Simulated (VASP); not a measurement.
These are r2SCAN meta-GGA, VASP's PBE PAW potentials (set 64) (plane waves; VASP) values and carry that method's errors.

VASP ran on this input.

### KPOINTS
```
kpoints
0
Gamma
  12 12 12
0 0 0
```

INCAR:
```
ALGO = Normal
EDIFF = 1E-6
EDIFFG = -0.01
ENCUT = 520
IBRION = 2
ISIF = 3
ISMEAR = 1
LASPH = T
LCHARG = F
LMAXMIX = 6
LMIXTAU = T
LREAL = F
LWAVE = F
METAGGA = R2SCAN
NELM = 100
NSW = 60
PREC = Accurate
SIGMA = 0.1
SYSTEM = WC
```

**POSCAR**
```
WC
1.0
  2.7222179683   0.0000000000   0.0000000000
  0.0000000000   2.7222179683   0.0000000000
  0.0000000000   0.0000000000   2.7222179683
W C
1 1
Cart
  0.0000000000   0.0000000000   0.0000000000
  1.3611089841   1.3611089841   1.3611089841
```

POTCAR, in this order: W_sv C (PBE.64 set). Program: vasp_std.

Unless said otherwise, spin-orbit coupling is left out, though it shifts the bands of the heavy elements here.

Problem. What does the run give for the energy per atom (σ→0), volume per atom, band gap (on the k-mesh)?

Solution. 
```
Quantity                                                     Value
------------------------  ----------------------------------------
energy per atom (σ→0)                              -29840 meV/atom
band gap (on the k-mesh)  none (metal, semimetal or under 0.01 eV)
volume per atom                                     10.07 Å^3/atom
```

File OSZICAR:
```
...
DAV:   1    -0.596828431292E+02   -0.42540E-02   -0.91478E-02  2279   0.441E+00    0.795E-01
DAV:   2    -0.596796880032E+02    0.31551E-02   -0.11407E-02  2249   0.117E+00    0.167E-01
DAV:   3    -0.596793096059E+02    0.37840E-03   -0.89593E-04  2249   0.257E-01    0.715E-02
DAV:   4    -0.596792051119E+02    0.10449E-03   -0.29475E-04  2419   0.206E-01    0.626E-02
DAV:   5    -0.596791144364E+02    0.90676E-04   -0.10076E-04  2224   0.106E-01    0.252E-02
DAV:   6    -0.596792169595E+02   -0.10252E-03   -0.51923E-05  2214   0.705E-02    0.470E-03
DAV:   7    -0.596792159849E+02    0.97462E-06   -0.27394E-06  2142   0.137E-02
   3 F= -.59679216E+02 E0= -.59679199E+02  d E =-.100577E-03
```

The structure was generated: WC was put into the CsCl type type (Pm-3m), which need not be its known phase. This run relaxes it. Symmetry was kept, so distortions that lower it aren't found. The start is the result of an earlier pass.
